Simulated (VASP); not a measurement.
Here is a VASP 6.6.1 calculation.

File INCAR:

```
PREC = Accurate
ENCUT = 600
EDIFF = 1E-6
ISMEAR = 0
SIGMA = 0.03
LREAL = F
LASPH = T
NELM = 80
ALGO = Normal
ISIF = 3
LWAVE = F
LCHARG = F
GGA = PE
IVDW = 12
IBRION = 2
NSW = 90
EDIFFG = -0.01
KPAR = 4
```

File KPOINTS:

```
regular mesh
0
Gamma
  6 6 4
```

File POSCAR:

```
Bi7Sb
1.0
    9.0149569400      0.0000000000      0.0000000000
    4.5074784700     -7.8071817200      0.0000000000
    4.5074784700     -2.6023939100     -7.8282029600
Sb Bi
2 14
Direct
    0.1170000000      0.6170000000      0.1490000000
    0.6170000000      0.1170000000      0.6490000000
    0.1170000000      0.1170000000      0.1490000000
    0.1170000000      0.6170000000      0.6490000000
    0.1170000000      0.1170000000      0.6490000000
    0.6170000000      0.6170000000      0.1490000000
    0.6170000000      0.1170000000      0.1490000000
    0.6170000000      0.6170000000      0.6490000000
    0.3830000000      0.8830000000      0.3510000000
    0.3830000000      0.3830000000      0.3510000000
    0.3830000000      0.8830000000      0.8510000000
    0.3830000000      0.3830000000      0.8510000000
    0.8830000000      0.8830000000      0.3510000000
    0.8830000000      0.3830000000      0.3510000000
    0.8830000000      0.8830000000      0.8510000000
    0.8830000000      0.3830000000      0.8510000000
```

Potentials or basis: VASP PAW PBE potentials, release 64 (Sb, Bi_d).

Command:

```sh
$ cat potpaw_PBE.64/Sb/POTCAR potpaw_PBE.64/Bi_d/POTCAR > POTCAR
$ mpirun -np 4 vasp_std > vasp.out
```

Q: Predict the dispersion energy per atom.

A: -0.462 eV.

Q: Predict the relaxed volume.

A: 34.06 Å³/atom.

Forces in eV/Å, atoms in the order of the input:
```
Sb   0.000  0.000  0.001
Sb   0.000  0.000  0.001
Bi  -0.006 -0.004 -0.006
Bi   0.006 -0.004 -0.006
Bi   0.000  0.007 -0.006
Bi   0.000  0.007 -0.006
Bi   0.006 -0.004 -0.006
Bi  -0.006 -0.004 -0.006
Bi   0.000  0.000  0.009
Bi  -0.006 -0.004  0.003
Bi   0.006 -0.004  0.003
Bi   0.000  0.007  0.003
Bi   0.000  0.007  0.003
Bi   0.006 -0.004  0.003
Bi  -0.006 -0.004  0.003
Bi   0.000  0.000  0.009
```

Caveat: pairwise dispersion overbinds metals, which lowers pressure and volume.
